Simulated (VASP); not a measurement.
Output of a VASP run:

### OSZICAR
```
       N       E                     dE             d eps       ncg     rms          rms(c)
DAV:   1     0.581328166496E+03    0.58133E+03   -0.23049E+04 10999   0.154E+03
DAV:   2     0.643504791901E+02   -0.51698E+03   -0.50329E+03 11256   0.432E+02
DAV:   3    -0.241057975446E+02   -0.88456E+02   -0.86312E+02 14050   0.170E+02
DAV:   4    -0.298033840269E+02   -0.56976E+01   -0.56288E+01 14471   0.431E+01
DAV:   5    -0.300232205391E+02   -0.21984E+00   -0.21928E+00 15280   0.873E+00    0.114E+01
DAV:   6    -0.301019987487E+02   -0.78778E-01   -0.29310E+01 15132   0.789E+01    0.855E+00
DAV:   7    -0.284994305197E+02    0.16026E+01   -0.70546E+00 14136   0.606E+01    0.376E+00
DAV:   8    -0.287133003503E+02   -0.21387E+00   -0.32739E+00 16440   0.192E+01    0.295E+00
DAV:   9    -0.286103247537E+02    0.10298E+00   -0.97582E-01 15385   0.156E+01    0.489E-01
DAV:  10    -0.286132210367E+02   -0.28963E-02   -0.63164E-02 15256   0.375E+00    0.171E-01
DAV:  11    -0.286151656719E+02   -0.19446E-02   -0.12939E-02 16394   0.140E+00    0.149E-01
DAV:  12    -0.286149237817E+02    0.24189E-03   -0.23563E-03 15768   0.838E-01    0.290E-02
DAV:  13    -0.286150017953E+02   -0.78014E-04   -0.42298E-04 13284   0.108E-01    0.990E-03
DAV:  14    -0.286150200390E+02   -0.18244E-04   -0.48681E-05 15240   0.723E-02    0.139E-02
DAV:  15    -0.286150166165E+02    0.34225E-05   -0.18440E-05 13269   0.763E-02    0.358E-03
DAV:  16    -0.286150183173E+02   -0.17008E-05   -0.75582E-06 12565   0.141E-02    0.196E-03
DAV:  17    -0.286150183786E+02   -0.61362E-07   -0.28720E-07  7061   0.452E-03
   1 F= -.28615018E+02 E0= -.28614908E+02  d E =-.221133E-03
```

**OUTCAR**
```
------------------------ aborting loop because EDIFF is reached ----------------------------------------
  FORCE on cell =-STRESS in cart. coord.  units (eV):
  Direction    XX          YY          ZZ          XY          YZ          ZX
  --------------------------------------------------------------------------------------
  Total        2.4482894      2.4482894      2.3758636      0.0000000      0.0000000      0.0000000
  in kB       21.9239159     21.9239159     21.2753578      0.0000000      0.0000000      0.0000000
  external PRESSURE =      21.7077299 kB  Pullay stress =       0.0000000 kB
  volume of cell :      178.92
      direct lattice vectors                 reciprocal lattice vectors
    -2.825462000  2.825462000  5.602944000     0.000000000  0.176962210  0.089238800
     2.825462000 -2.825462000  5.602944000     0.176962210  0.000000000  0.089238800
     2.825462000  2.825462000 -5.602944000     0.176962210  0.176962210  0.000000000
 POSITION                                       TOTAL-FORCE (eV/Angst)
 -----------------------------------------------------------------------------------
      2.82546      0.00000      2.80147         0.000000     -0.000000      0.000000
      0.00000      0.00000      5.60294         0.000000      0.000000      0.000000
      0.00000      2.82546      2.80147         0.000000     -0.000000     -0.000000
      0.00000      0.00000      0.00000         0.000000     -0.000000      0.000000
      1.41273      1.39137     -1.40074         0.000000     -0.084441      0.000000
      1.39137      4.23819      1.40074        -0.084441     -0.000000      0.000000
      1.41273      1.43409      4.20221         0.000000      0.084441      0.000000
      1.43409     -1.41273      7.00368         0.084441     -0.000000      0.000000
 -----------------------------------------------------------------------------------
    total drift:                                0.000012      0.000012      0.000017
  FREE ENERGIE OF THE ION-ELECTRON SYSTEM (eV)
  ---------------------------------------------------
  free  energy   TOTEN  =       -28.6150183786 eV

  energy  without entropy=      -28.6147972458  energy(sigma->0) =      -28.61490781
```
(Selected blocks of OUTCAR.)

### POSCAR
```
GaCuSe2
1
   -2.8254620000     2.8254620000     5.6029440000
    2.8254620000    -2.8254620000     5.6029440000
    2.8254620000     2.8254620000    -5.6029440000
Ga Cu Se
2 2 4
Direct
  0.2500000000   0.7500000000   0.5000000000
  0.5000000000   0.5000000000   0.0000000000
  0.7500000000   0.2500000000   0.5000000000
  0.0000000000   0.0000000000   0.0000000000
  0.1212200000   0.1250000000   0.4962200000
  0.8750000000   0.3712200000   0.9962200000
  0.6287800000   0.6250000000   0.5037800000
  0.3750000000   0.8787800000   0.0037800000
```

Problem. Reconstruct the remaining input files.

Solution. Several could match; the one computed here: the input of the run itself, revPBE GGA, plane waves, VASP's PBE PAW potentials (set 64).

### INCAR
```
SYSTEM=GaCuSe2
PREC=Accurate; ENCUT=300; LREAL=.False.
LASPH=.True.
EDIFF=1E-6; NELM=100; ALGO=Normal
LMAXMIX=4
ISMEAR=0; SIGMA=0.136
GGA=RE
ISIF=2
LWAVE=.False.; LCHARG=.False.
```

### KPOINTS
```
kpoints
0
G
11 11 11
```

POTCAR, in this order: Ga_d Cu Se (PBE.64 set). Program: vasp_std.

At this cut-off the stress carries a Pulay error, which pulls relaxed volumes low.

The structure comes from a computed database's GaCuSe2 entry; how it stands against other phases isn't given here. The cell was not relaxed at this level. The run is one of a series of settings (KPOINTS 11×11×11 Γ-centred mesh against the base run), some of them coarse on purpose.
